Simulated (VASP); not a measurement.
VASP ran on this input.

**KPOINTS**
```
kpoints
0
gamma
  8 8 8
```

File POSCAR:
```
GaAs
1
    3.0937940000     0.0000000000     0.0000000000
    0.0000000000     3.0937940000     0.0000000000
    0.0000000000     0.0000000000     3.0937940000
Ga As
1 1
Direct
  0.0000000000   0.0000000000   0.0000000000
  0.5000000000   0.5000000000   0.5000000000
```

INCAR:
```
SYSTEM = GaAs
PREC = Accurate
ENCUT = 400
EDIFF = 1E-6
NELM = 100
ALGO = Normal
LREAL = .FALSE.
LASPH = .TRUE.
ISMEAR = 0
SIGMA = 0.05
METAGGA = R2SCAN
LMIXTAU = .TRUE.
LMAXMIX = 4
LWAVE = .FALSE.
LCHARG = .FALSE.
IBRION = 2
ISIF = 3
NSW = 60
EDIFFG = -0.01
```

POTCAR, in this order: Ga_d As (PBE.64 set). Program: vasp_std.

Task: Write an equivalent input for Ansatz.

Result: One equivalent input (not run):
Ansatz 0.2 input:
```yaml
crystal:
  lattice:
    - [3.0937940, 0.0000000, 0.0000000]
    - [0.0000000, 3.0937940, 0.0000000]
    - [0.0000000, 0.0000000, 3.0937940]
  atoms:
    - { symbol: Ga, position: [0.0000000, 0.0000000, 0.0000000] }
    - { symbol: As, position: [0.5000000, 0.5000000, 0.5000000] }
kpoints:
  mp_grid: { grid: [8, 8, 8] }
hamiltonian:
  xc: r2scan
  pseudopotentials: { kind: paw }
scf:
  occupations: { method: gaussian, width: 0.05 }
  max_iter: 100
relax:
  max_steps: 60
  f_tol: 0.01
  cell: {}
output: { forces: true, stress: true, eigenvalues: true }
```
What does not carry over: each code has its own PAW files, so the cut-off isn't converted (ENCUT is set for VASP's; basis.ecutwfc is left out, and Ansatz then takes the one that its files recommend); Ansatz stops its SCF on the density residual and VASP on the energy change (EDIFF).

The structure was generated: GaAs was put into the CsCl type (Pm-3m), which need not be its known phase. This run relaxes it. Symmetry was kept, so distortions that lower it aren't found.
